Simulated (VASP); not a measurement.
Here is a VASP 6.6.1 calculation.

INCAR

```
PREC = Accurate ; ENCUT = 600
EDIFF = 1E-6 ; ISMEAR = 0
SIGMA = 0.1 ; LREAL = F
LASPH = T ; NELM = 100
ALGO = Normal ; ISIF = 3
LWAVE = F ; LCHARG = F
IBRION = 2 ; NSW = 100
EDIFFG = -0.05
```

KPOINTS

```
Automatic mesh
0
Gamma
  8 8 8
```

File POSCAR:

```
NbH2
1.0
    0.0000000000      2.2815000000      2.2815000000
    2.2815000000      0.0000000000      2.2815000000
    2.2815000000      2.2815000000      0.0000000000
Nb H
1 2
Direct
    0.0000000000      0.0000000000      0.0000000000
    0.2500000000      0.2500000000      0.2500000000
    0.7500000000      0.7500000000      0.7500000000
```

Potentials or basis: VASP PAW LDA potentials, release 64 (Nb_sv, H).

Run with:

```sh
$ cat potpaw_LDA.64/Nb_sv/POTCAR potpaw_LDA.64/H/POTCAR > POTCAR
$ mpirun -np 1 vasp_std > vasp.out
```

**Question.** Estimate the relaxed cell.

**Answer.** a = 3.179 Å, b = 3.179 Å, c = 3.179 Å, α = 60.00°, β = 60.00°, γ = 60.00°.

**Question.** Estimate the relaxed volume.

**Answer.** 7.58 Å³/atom.

**Question.** What does it give for the space group after relaxing (to 0.05 Å)?

**Answer.** Fm-3m (No. 225).

Final structure:
```
Nb H
1.0
     0.00000    2.24824    2.24824
     2.24824    0.00000    2.24824
     2.24824    2.24824    0.00000
Nb H
1 2
Direct
  0.00000 0.00000 0.00000
  0.25000 0.25000 0.25000
  0.75000 0.75000 0.75000
```

LDA usually gives volumes a few per cent too small. Zero-point motion and thermal expansion aren't in these numbers.
